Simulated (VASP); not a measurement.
# Be3Se2S (I-4m2) in VASP: single point with PBE

Aim: the single point of Be3Se2S with PBE.

All numbers are computed with VASP 6.6.1; they aren't measurements. Logs are shortened: lines on timing, memory, paths and dates and some standing lists are left out, and cuts for length are marked.

## (1) The structure

Symmetry: I-4m2, No. 119, tetragonal system. The conventional cell has a = 3.593 Å, b = 3.593 Å, c = 15.232 Å, α = 90.00°, β = 90.00°, γ = 90.00°. Be (site symmetry -4m2) has 4 Se at 2.22 Å as nearest neighbours. Be (site symmetry 2mm) is surrounded by 2 S at 2.15 Å and 2 Se at 2.23 Å. Be (site symmetry 2mm) is surrounded by 2 S at 2.15 Å and 2 Se at 2.23 Å. Se (site symmetry 2mm) is surrounded by 4 Be at 2.22 to 2.23 Å. Se (site symmetry 2mm) has 4 Be at 2.22 to 2.23 Å as nearest neighbours. Around S (site symmetry -4m2) lie 4 Be at 2.15 Å.

The cell was built by a generator and needn't be a form met in nature.

## (2) Single point, PBE

File INCAR:

```
SYSTEM = Be3Se2S
ALGO     = Fast           ! electronic algorithm
EDIFF    = 1E-5           ! SCF threshold, eV
ENCUT    = 520            ! plane-wave cutoff, eV
GGA      = PE             ! functional
ISIF     = 2              ! what is computed and relaxed
ISMEAR   = 0              ! smearing method
LASPH    = .True.         ! aspherical terms in the spheres
LCHARG   = .False.        ! write CHGCAR
LREAL    = Auto         
LWAVE    = .False.        ! write WAVECAR
NBANDS   = 36             ! bands
NELM     = 80             ! most SCF steps
PREC     = Normal         ! precision mode
SIGMA    = 0.05           ! smearing width, eV
```

File KPOINTS:

```
k-points
0
Gamma
  7 7 7
  0 0 0
```

File POSCAR:

```
Be3Se2S
1.0
   -1.7966500000      1.7966500000      7.6159400000
    3.5933000000     -3.5933000000     15.2318800000
    1.7966500000      1.7966500000     -7.6159400000
Be Se S
6 4 2
Direct
    0.7500000000      0.1250000000      0.5000000000
    0.7500000000      0.6250000000      0.5000000000
    0.0771990000      0.2885995000      0.5000000000
    0.0771990000      0.7885995000      0.5000000000
    0.4228010000      0.4614005000      0.5000000000
    0.4228010000      0.9614005000      0.5000000000
    0.6638460000      0.3319230000      0.0000000000
    0.6638460000      0.8319230000      0.0000000000
    0.3361540000      0.1680770000      0.0000000000
    0.3361540000      0.6680770000      0.0000000000
    0.0000000000      0.0000000000      0.0000000000
    0.0000000000      0.5000000000      0.0000000000
```

Potentials or basis: VASP PAW PBE potentials, release 64 (Be, Se, S).

The run is started by

```
cat potpaw_PBE.64/Be/POTCAR potpaw_PBE.64/Se/POTCAR potpaw_PBE.64/S/POTCAR > POTCAR
mpirun -np 1 vasp_std > vasp.out
```

OUTCAR:

```text
SYSTEM = Be3Se2S
   EDIFF = 1E-5
   ENCUT = 520
   GGA = PE
   ISIF = 2
   ISMEAR = 0
   LASPH = .True.
   LREAL = Auto
   NELM = 80
   PREC = Normal

 ion  position               nearest neighbor table
   1  0.750  0.125  0.500-   9 2.22   8 2.22   9 2.22   7 2.22
   2  0.750  0.625  0.500-  10 2.22   7 2.22  10 2.22   8 2.22
   3  0.077  0.289  0.500-  11 2.15  12 2.15   7 2.23   7 2.23
   4  0.077  0.789  0.500-  12 2.15  11 2.15   8 2.23   8 2.23
   5  0.423  0.461  0.500-  12 2.15  12 2.15  10 2.23   9 2.23
   6  0.423  0.961  0.500-  11 2.15  11 2.15   9 2.23  10 2.23
   7  0.664  0.332  0.000-   2 2.22   1 2.22   3 2.23   3 2.23
   8  0.664  0.832  0.000-   1 2.22   2 2.22   4 2.23   4 2.23
   9  0.336  0.168  0.000-   1 2.22   1 2.22   6 2.23   5 2.23
  10  0.336  0.668  0.000-   2 2.22   2 2.22   5 2.23   6 2.23
  11  0.000  0.000  0.000-   3 2.15   6 2.15   6 2.15   4 2.15
  12  0.000  0.500  0.000-   4 2.15   5 2.15   5 2.15   3 2.15

  LATTYP: Found a base centered monoclinic cell.
 ALAT       =    15.6499831701
 B/A-ratio  =     0.2296040808
 C/A-ratio  =     0.4592081616
 COS(beta)  =    -0.2296040808

  Lattice vectors:

 A1 = (  -1.7966500000,   1.7966500000,   7.6159400000)
 A2 = (  -1.7966500000,  -1.7966500000,   7.6159400000)
 A3 = (   7.1866000000,   0.0000000000,   0.0000000000)

Analysis of symmetry for initial positions (statically):
=====================================================================
 Subroutine PRICEL returns following result:

  LATTYP: Found a body centered tetragonal cell.
 ALAT       =     3.5933000000
 C/A-ratio  =     4.2389669663

  Lattice vectors:

 A1 = (  -1.7966500000,   1.7966500000,   7.6159400000)
 A2 = (   1.7966500000,  -1.7966500000,   7.6159400000)
 A3 = (   1.7966500000,   1.7966500000,  -7.6159400000)

   2 primitive cells build up your supercell.

 Routine SETGRP: Setting up the symmetry group for a
 base centered monoclinic supercell.

 Subroutine GETGRP returns: Found  2 space group operations
 (whereof  2 operations were pure point group operations)
 out of a pool of  4 trial point group operations.

The static configuration has the point symmetry C_1h.

Analysis of symmetry for dynamics (positions and initial velocities):
=====================================================================
 Subroutine PRICEL returns following result:

  LATTYP: Found a body centered tetragonal cell.
 ALAT       =     3.5933000000
 C/A-ratio  =     4.2389669663

  Lattice vectors:

 A1 = (  -1.7966500000,   1.7966500000,   7.6159400000)
 A2 = (   1.7966500000,  -1.7966500000,   7.6159400000)
 A3 = (   1.7966500000,   1.7966500000,  -7.6159400000)

   2 primitive cells build up your supercell.

 Routine SETGRP: Setting up the symmetry group for a
 base centered monoclinic supercell.

 Subroutine GETGRP returns: Found  2 space group operations
 (whereof  2 operations were pure point group operations)
 out of a pool of  4 trial point group operations.

The dynamic configuration has the point symmetry C_1h.

 Subroutine INISYM returns: Found  2 space group operations
 (whereof  2 operations are pure point group operations),
 and found     2 'primitive' translations

----------------------------------------------------------------------------------------

                                     Primitive cell

  volume of cell :      98.3355

  direct lattice vectors                    reciprocal lattice vectors
    -1.796650000  1.796650000  7.615940000     0.000000000  0.278295717  0.065651778
     1.796650000 -1.796650000  7.615940000     0.278295717  0.000000000  0.065651778
     1.796650000  1.796650000 -7.615940000     0.278295717  0.278295717  0.000000000

  length of vectors
     8.028601655  8.028601655  8.028601655     0.285934716  0.285934716  0.393569577

  position of ions in fractional coordinates (direct lattice)
     0.750000000  0.250000000  0.500000000
     0.077199000  0.577199000  0.500000000
     0.422801000  0.922801000  0.500000000
     0.663846000  0.663846000  0.000000000
     0.336154000  0.336154000  0.000000000
     0.000000000  0.000000000  0.000000000

  ion indices of the primitive-cell ions
   primitive index   ion index
                 1           1
                 2           3
                 3           6
                 4           7
                 5           9
                 6          11

----------------------------------------------------------------------------------------

 KPOINTS: k-points

Automatic generation of k-mesh.
 Grid dimensions read from file:
 generate k-points for:    7    7    7

 Generating k-lattice:

  Cartesian coordinates                     Fractional coordinates (reciprocal lattice)
     0.000000000  0.039756531  0.009378825     0.142857143  0.000000000  0.000000000
     0.019878266  0.000000000  0.004689413     0.000000000  0.142857143  0.000000000
     0.039756531  0.039756531  0.000000000     0.000000000  0.000000000  0.142857143

  Length of vectors
     0.040847817  0.020423908  0.056224225

  Shift w.r.t. Gamma in fractional coordinates (k-lattice)
     0.000000000  0.000000000  0.000000000

 Subroutine IBZKPT returns following result:
 ===========================================

 Found    100 irreducible k-points:

 Following reciprocal coordinates:
            Coordinates               Weight
  0.000000  0.000000  0.000000      1.000000
  0.142857  0.000000 -0.000000      4.000000
  0.285714 -0.000000  0.000000      4.000000
  0.428571  0.000000  0.000000      4.000000
  0.000000  0.142857 -0.000000      2.000000
  0.142857  0.142857 -0.000000      4.000000
[... 16 lines left out ...]
 -0.428571  0.428571 -0.000000      4.000000
 -0.285714  0.428571 -0.000000      4.000000
 [... further k-points ...]
   k-points           NKPTS =    100   k-points in BZ     NKDIM =    100   number of bands    NBANDS=     36
   number of dos      NEDOS =    301   number of ions     NIONS =     12
   total plane-waves  NPLWV = 207360
   dimension x,y,z NGX =    48 NGY =   90 NGZ =   48
   dimension x,y,z NGXF=    96 NGYF=  180 NGZF=   96
   ions per type =               6   4   2
   NGX,Y,Z   is equivalent  to a cutoff of   9.94,  9.32,  9.94 a.u.
   NGXF,Y,Z  is equivalent  to a cutoff of  19.88, 18.64, 19.88 a.u.
 SYSTEM =  Be3Se2S
   PREC   = normal    normal or accurate (medium, high low for compatibility)
   ISTART =      0    job   : 0-new  1-cont  2-samecut
   ICHARG =      2    charge: 1-file 2-atom 10-const
   ISPIN  =      1    spin polarized calculation?
   LNONCOLLINEAR =      F non collinear calculations
   LSORBIT =      F    spin-orbit coupling
   LASPH  =      T    aspherical Exc in radial PAW
   ENCUT  =  520.0 eV  38.22 Ry    6.18 a.u.  14.93 29.86 14.93*2*pi/ulx,y,z
   NELM   =     80;   NELMIN=  2; NELMDL= -5     # of ELM steps
   EDIFF  = 0.1E-04   stopping-criterion for ELM
   LREAL  =      T    real-space projection
   EDIFFG = 0.1E-03   stopping-criterion for IOM
   NSW    =      0    number of steps for IOM
   IBRION =     -1    ionic relax: 0-MD 1-quasi-New 2-CG
   NFREE  =      0    steps in history (QN), initial steepest desc. (CG)
   ISIF   =      2    stress and relaxation
   ISYM   =      2    0-nonsym 1-usesym 2-fastsym
   POTIM  = 0.5000    time-step for ionic-motion
   TEBEG  =    0.0;   TEEND  =   0.0 temperature during run
   PSTRESS=    0.0 pullay stress
   NELECT =      48.0000    total number of electrons
   NUPDOWN=      -1.0000    fix difference up-down
   EMIN   =  10.00;   EMAX   =-10.00  energy-range for DOS
   EFERMI =   0.00;   METHOD = LEGACY
   ISMEAR =     0;   SIGMA  =   0.05  broadening in eV -4-tet -1-fermi 0-gaus
   EFERMI_NEDOS =   21; number of points for ismear=-14 and -15
   IALGO  =     68    algorithm
   IMIX   =      4    mixing-type and parameters
     AMIX     =   0.40;   BMIX     =  1.00
     AMIX_MAG =   1.60;   BMIX_MAG =  1.00
  volume/ion in A,a.u.               =      16.39       110.60
  Fermi-wavevector in a.u.,A,eV,Ry     =   1.023077  1.933336 14.241042  1.046687
  Thomas-Fermi vector in A             =   2.156791
   LORBIT       =      0    0 simple, 1 ext, 2 COOP (PROOUT), +10 PAW based schemes
   GGA     = PE    functional components
   LHFCALC =     F    Hartree Fock is set to
   AEXX    =    0.0000 exact exchange contribution
   IVDW    =     0    specifies the selected vdW correction
   LEPSILON=     F    determine dielectric tensor
   LRPA    =     F    only Hartree local field effects (RPA)
 non-spin polarized calculation
 RMM-DIIS sequential band-by-band and
 Gauss-broadening in eV      SIGMA  =   0.05
  energy-cutoff  :      520.00
  volume of cell :      196.67
 maximum number of plane-waves:      5332
   NGX = 29   NGY = 59   NGZ = 29

 number of electron      48.0000010 magnetization

 Free energy of the ion-electron system (eV)
  ---------------------------------------------------
  ext. energy  EPLUGINS =         0.00000000
  ---------------------------------------------------
  free energy    TOTEN  =       -55.30154523 eV

  energy without entropy =      -55.30154523  energy(sigma->0) =      -55.30154523

 E-fermi :   3.7556     XC(G=0):  -9.4502

 val. band max:        3.5021321608   @ k =   0.0000   0.0000   0.0000
 cond. band min:       6.2345606314   @ k =  -0.4286   0.1429   0.4286
 fundamental gap:      2.7324284706
 Fermi energy:         3.7555873031

 k-point     1 :       0.0000    0.0000    0.0000
  band No.  band energies     occupation
      1     -10.2205      2.00000
      2      -8.9728      2.00000
      3      -8.9584      2.00000
      4      -8.9408      2.00000
      5      -8.8542      2.00000
      6      -8.8095      2.00000
[... 28 lines left out ...]
     35       8.9479      0.00000
     36       9.5579      0.00000
[... 866 lines left out ...]
      6      -8.3735      2.00000
[... 28 lines left out ...]
     35      10.5315      0.00000
     36      10.9008      0.00000

 [... further k-points ...]
[... 5 lines left out ...]
  --------------------------------------------------------------------------------------
  -------------------------------------------------------------------------------------
  Total       -0.0001725      0.0274748      0.0252784      0.0000000      0.0000000     -0.0076443
  in kB       -0.0014055      0.2238230      0.2059303      0.0000000      0.0000000     -0.0622738
  external PRESSURE =       0.1427826 kB  Pullay stress =       0.0000000 kB

 VOLUME and BASIS-vectors are now :
 -----------------------------------------------------------------------------
  energy-cutoff  :      520.00
  volume of cell :      196.67
      direct lattice vectors                 reciprocal lattice vectors
    -1.796650000  1.796650000  7.615940000     0.000000000  0.278295717  0.065651778
     3.593300000 -3.593300000 15.231880000     0.139147859  0.000000000  0.032825889
     1.796650000  1.796650000 -7.615940000     0.278295717  0.278295717  0.000000000

 POSITION                                       TOTAL-FORCE (eV/Angst)
 -----------------------------------------------------------------------------------
     -0.00000      1.79665      3.80797         0.000226      0.000000      0.000463
      1.79665      0.00000     11.42391         0.000226      0.000000      0.000463
      1.79665      0.00000      1.17589         0.000314     -0.000000      0.001034
      3.59330     -1.79665      8.79183         0.000314     -0.000000      0.001034
      1.79665     -0.00000      6.44005        -0.000658      0.000000     -0.000692
      3.59330     -1.79665     14.05599        -0.000658      0.000000     -0.000692
      0.00000     -0.00000     10.11162        -0.000747     -0.000000     -0.007654
      1.79665     -1.79665     17.72756        -0.000747     -0.000000     -0.007654
     -0.00000      0.00000      5.12026         0.000860     -0.000000      0.006882
      1.79665     -1.79665     12.73620         0.000860     -0.000000      0.006882
      0.00000      0.00000      0.00000         0.000005      0.000000     -0.000033
      1.79665     -1.79665      7.61594         0.000005      0.000000     -0.000033
 -----------------------------------------------------------------------------------
    total drift:                                0.001689     -0.000002      0.001678

  FREE ENERGIE OF THE ION-ELECTRON SYSTEM (eV)
  ---------------------------------------------------
  free  energy   TOTEN  =       -55.3015452258 eV

  energy  without entropy=      -55.3015452258  energy(sigma->0) =      -55.30154523
```

Run time: 15 min. Hardware: 1 thread of Intel Xeon 6975P-C (Granite Rapids), shared host; peak memory 0.76 GiB.

Results:

```
Free energy            : -55.3015 eV
Pressure               : 0.0 GPa
Largest force          : 0.008 eV/Å
Band gap on the k mesh : 2.73 eV
```

Forces in eV/Å, atoms in the order of the input:
```
Be   0.000  0.000  0.000
Be   0.000  0.000  0.000
Be   0.000  0.000  0.001
Be   0.000  0.000  0.001
Be  -0.001  0.000 -0.001
Be  -0.001  0.000 -0.001
Se  -0.001  0.000 -0.008
Se  -0.001  0.000 -0.008
Se   0.001  0.000  0.007
Se   0.001  0.000  0.007
S    0.000  0.000  0.000
S    0.000  0.000  0.000
```

Levels at points of the mesh, in eV from the valence-band top:
```
           k point  band 21  band 22  band 23  band 24  band 25  band 26  band 27  band 28
(0.00, 0.00, 0.00)    -0.77    -0.10     0.00     0.00     3.19     3.49     4.47     4.62
```

Caveat: an odd mesh through Γ misses points on the zone boundary, where band edges often lie.
